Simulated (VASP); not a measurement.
Consider the following.

```
CELL_PARAMETERS angstrom
      1.46324    -2.53440     0.00000
      1.46324     2.53440     0.00000
      0.00000     0.00000     4.63094
ATOMIC_POSITIONS crystal
  Ti 0.33333 0.66667 0.25000
  Ti 0.66667 0.33333 0.75000
```

Level of theory: MS2 meta-GGA, VASP's PBE PAW potentials (set 64) (plane waves; VASP 6.6.1). Run with 520 eV cut-off, 16×16×9 Γ-centred mesh, tetrahedra with Blöchl corrections, potentials Ti_sv.

Task: Give the energies of bands 9 to 15 at the high-symmetry points, in eV from the Fermi level.

Result: 
```tsv
band	Γ	M	K	A	L	H
9	-6.61	-2.55	-1.77	-4.69	-2.70	-1.38
10	-2.89	-2.31	-1.58	-4.69	-2.70	-1.38
11	0.53	-1.94	-1.58	0.03	-0.89	-1.10
12	0.88	-0.88	-1.48	0.03	-0.89	-1.10
13	0.88	0.61	0.30	0.79	1.18	-0.36
14	0.91	0.71	0.30	0.79	1.18	-0.36
15	1.40	1.23	1.61	0.79	1.92	1.83
```

It has no gap at this level: it comes out as a metal or semimetal.

The compound is Ti in the hcp structure. It was relaxed first.
